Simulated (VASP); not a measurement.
Output of a VASP run:

**OUTCAR**
```
 ion  position               nearest neighbor table
   1  0.000  0.000  0.000-   2 2.65   2 2.65   2 2.65   2 2.65   2 2.65   2 2.65
   2  0.500  0.500  0.500-   1 2.65   1 2.65   1 2.65   1 2.65   1 2.65   1 2.65
  LATTYP: Found a face centered cubic cell.
 ALAT       =     5.2933269332
 Subroutine PRICEL returns:
 Original cell was already a primitive cell.
 Subroutine GETGRP returns: Found 48 space group operations
The static configuration has the point symmetry O_h .
The dynamic configuration has the point symmetry O_h .
 Subroutine INISYM returns: Found 48 space group operations
 Subroutine IBZKPT returns following result:
 Found     35 irreducible k-points:

 Following reciprocal coordinates:
            Coordinates               Weight
  0.000000  0.000000  0.000000      1.000000
  0.111111  0.000000  0.000000      8.000000
  0.222222  0.000000  0.000000      8.000000
  0.333333  0.000000  0.000000      8.000000
  0.444444  0.000000  0.000000      8.000000
  0.111111  0.111111  0.000000      6.000000
  0.222222  0.111111  0.000000     24.000000
  0.333333  0.111111  0.000000     24.000000
  0.444444  0.111111  0.000000     24.000000
 -0.444444  0.111111  0.000000     24.000000
 -0.333333  0.111111  0.000000     24.000000
 -0.222222  0.111111  0.000000     24.000000
 -0.111111  0.111111  0.000000     12.000000
  0.222222  0.222222  0.000000      6.000000
  0.333333  0.222222  0.000000     24.000000
  0.444444  0.222222  0.000000     24.000000
 -0.444444  0.222222  0.000000     24.000000
 -0.333333  0.222222  0.000000     24.000000
 -0.222222  0.222222  0.000000     12.000000
  0.333333  0.333333  0.000000      6.000000
  0.444444  0.333333  0.000000     24.000000
 -0.444444  0.333333  0.000000     24.000000
 -0.333333  0.333333  0.000000     12.000000
  0.444444  0.444444  0.000000      6.000000
 -0.444444  0.444444  0.000000     12.000000
  0.333333  0.222222  0.111111     24.000000
  0.444444  0.222222  0.111111     48.000000
 -0.444444  0.222222  0.111111     48.000000
  0.444444  0.333333  0.111111     24.000000
 -0.444444  0.333333  0.111111     48.000000
 -0.333333  0.333333  0.111111     48.000000
 -0.222222  0.333333  0.111111     24.000000
 -0.444444  0.444444  0.111111     24.000000
 -0.333333  0.444444  0.111111     24.000000
 -0.333333  0.444444  0.222222     24.000000
   k-points           NKPTS =     35   k-points in BZ     NKDIM =     35   number of bands    NBANDS=      8
   number of dos      NEDOS =    301   number of ions     NIONS =      2
   total plane-waves  NPLWV =  21952
   dimension x,y,z NGX =    28 NGY =   28 NGZ =   28
   dimension x,y,z NGXF=    56 NGYF=   56 NGZF=   56
   ions per type =               1   1
   PREC   = accura    normal or accurate (medium, high low for compatibility)
   ISTART =      0    job   : 0-new  1-cont  2-samecut
   ICHARG =      2    charge: 1-file 2-atom 10-const
   ISPIN  =      1    spin polarized calculation?
   LNONCOLLINEAR =      F non collinear calculations
   LSORBIT =      F    spin-orbit coupling
   INIWAV =      1    electr: 0-lowe 1-rand  2-diag
   ENCUT  =  520.0 eV  38.22 Ry    6.18 a.u.   6.96  6.96  6.96*2*pi/ulx,y,z
   NELM   =    100;   NELMIN=  2; NELMDL= -5     # of ELM steps
   EDIFF  = 0.1E-06   stopping-criterion for ELM
   LREAL  =      F    real-space projection
   NLSPLINE    = F    spline interpolate recip. space projectors
   LMAXMIX     =    2 max onsite mixed and CHGCAR
   VOSKOWN=      0    Vosko Wilk Nusair interpolation
   EDIFFG = 0.1E-05   stopping-criterion for IOM
   NSW    =      0    number of steps for IOM
   NBLOCK =      1;   KBLOCK =      1    inner block; outer block
   IBRION =     -1    ionic relax: 0-MD 1-quasi-New 2-CG
   NFREE  =      0    steps in history (QN), initial steepest desc. (CG)
   ISIF   =      2    stress and relaxation
   ISYM   =      2    0-nonsym 1-usesym 2-fastsym
   TEIN   =    0.0    initial temperature
   TEBEG  =    0.0;   TEEND  =   0.0 temperature during run
...
```

### OSZICAR
```
       N       E                     dE             d eps       ncg     rms          rms(c)
DAV:   1     0.188194919970E+02    0.18819E+02   -0.39384E+03   568   0.852E+02
DAV:   2    -0.158897101506E+02   -0.34709E+02   -0.32777E+02   752   0.112E+02
DAV:   3    -0.171203605325E+02   -0.12307E+01   -0.12307E+01   704   0.292E+01
DAV:   4    -0.171260443656E+02   -0.56838E-02   -0.56838E-02   912   0.219E+00
DAV:   5    -0.171260490077E+02   -0.46421E-05   -0.46421E-05   744   0.599E-02    0.442E+00
DAV:   6    -0.154670541433E+02    0.16590E+01   -0.12035E+00   592   0.802E+00    0.464E+00
DAV:   7    -0.152855622023E+02    0.18149E+00   -0.49034E-01   616   0.417E+00    0.189E+00
DAV:   8    -0.154345927423E+02   -0.14903E+00   -0.26013E-01   672   0.507E+00    0.151E+00
DAV:   9    -0.154031035839E+02    0.31489E-01   -0.74751E-02   576   0.308E+00    0.182E-01
DAV:  10    -0.154219862248E+02   -0.18883E-01   -0.32705E-03   672   0.790E-01    0.146E-01
DAV:  11    -0.154618055314E+02   -0.39819E-01   -0.10486E-02   576   0.127E+00    0.188E-01
DAV:  12    -0.154860476559E+02   -0.24242E-01   -0.11850E-02   672   0.119E+00    0.132E-01
DAV:  13    -0.154828053452E+02    0.32423E-02   -0.29727E-03   584   0.654E-01    0.126E-01
DAV:  14    -0.154831338002E+02   -0.32846E-03   -0.13826E-04   688   0.148E-01    0.107E-01
DAV:  15    -0.154831286246E+02    0.51756E-05   -0.24645E-06   792   0.160E-02    0.939E-02
DAV:  16    -0.154831863367E+02   -0.57712E-04   -0.12341E-05   576   0.528E-02    0.526E-02
DAV:  17    -0.154831704651E+02    0.15872E-04   -0.24589E-06   608   0.212E-02    0.314E-02
DAV:  18    -0.154832015661E+02   -0.31101E-04   -0.44925E-06   560   0.349E-02    0.191E-02
DAV:  19    -0.154831961798E+02    0.53863E-05   -0.27859E-06   592   0.216E-02    0.606E-03
DAV:  20    -0.154832070889E+02   -0.10909E-04   -0.92801E-07   560   0.165E-02    0.190E-03
DAV:  21    -0.154832048474E+02    0.22415E-05   -0.32192E-08   408   0.253E-03    0.241E-03
DAV:  22    -0.154832073493E+02   -0.25019E-05   -0.51523E-08   592   0.365E-03    0.109E-03
DAV:  23    -0.154832061679E+02    0.11813E-05   -0.23322E-08   296   0.226E-03    0.332E-04
DAV:  24    -0.154832062897E+02   -0.12178E-06   -0.70534E-10   280   0.311E-04    0.272E-04
DAV:  25    -0.154832064280E+02   -0.13829E-06   -0.19495E-09   280   0.653E-04    0.214E-04
DAV:  26    -0.154832063721E+02    0.55940E-07   -0.33275E-10   280   0.200E-04
   1 F= -.15483206E+02 E0= -.15483206E+02  d E =-.125846E-15
```

**OUTCAR**
```
------------------------ aborting loop because EDIFF is reached ----------------------------------------
  FORCE on cell =-STRESS in cart. coord.  units (eV):
  Direction    XX          YY          ZZ          XY          YZ          ZX
  --------------------------------------------------------------------------------------
  Total       -0.9582334     -0.9582334     -0.9582334      0.0000000      0.0000000     -0.0000000
  in kB      -41.4052817    -41.4052817    -41.4052817      0.0000000      0.0000000     -0.0000000
  external PRESSURE =     -41.4052817 kB  Pullay stress =       0.0000000 kB
  volume of cell :       37.08
      direct lattice vectors                 reciprocal lattice vectors
     0.000000000  2.646663467  2.646663467    -0.188917105  0.188917105  0.188917105
     2.646663467  0.000000000  2.646663467     0.188917105 -0.188917105  0.188917105
     2.646663467  2.646663467  0.000000000     0.188917105  0.188917105 -0.188917105
 POSITION                                       TOTAL-FORCE (eV/Angst)
 -----------------------------------------------------------------------------------
      0.00000      0.00000      0.00000         0.000000      0.000000      0.000000
      2.64666      2.64666      2.64666        -0.000000     -0.000000     -0.000000
 -----------------------------------------------------------------------------------
    total drift:                                0.000000      0.000000      0.000000
  FREE ENERGIE OF THE ION-ELECTRON SYSTEM (eV)
  ---------------------------------------------------
  free  energy   TOTEN  =       -15.4832063721 eV

  energy  without entropy=      -15.4832063721  energy(sigma->0) =      -15.48320637
```
(Selected blocks of OUTCAR.)

File POSCAR:
```
MgS
1
    0.0000000000     2.6466634666     2.6466634666
    2.6466634666     0.0000000000     2.6466634666
    2.6466634666     2.6466634666     0.0000000000
Mg S
1 1
Direct
  1.0000000000   0.0000000000   0.0000000000
  0.5000000000   0.5000000000   0.5000000000
```

Problem. Reconstruct the remaining input files.

Solution. Several could match; the one computed here: the input of the run itself, r2SCAN meta-GGA, plane waves, VASP's PBE PAW potentials (set 64).

### INCAR
```
SYSTEM=MgS
PREC=Accurate; ENCUT=520; LREAL=F
LASPH=T
EDIFF=1E-7; NELM=100; ALGO=Normal
LMIXTAU=T
ISMEAR=0; SIGMA=0.05
METAGGA=R2SCAN
ISIF=2
LWAVE=F; LCHARG=F
```

KPOINTS:
```
Automatic mesh
0
Gamma
9 9 9
0 0 0
```

POTCAR, in this order: Mg S (PBE.64 set). Program: vasp_std.

The compound is MgS in the rock salt structure. This cell is one point of a volume scan, at 1.06 of the reference volume.
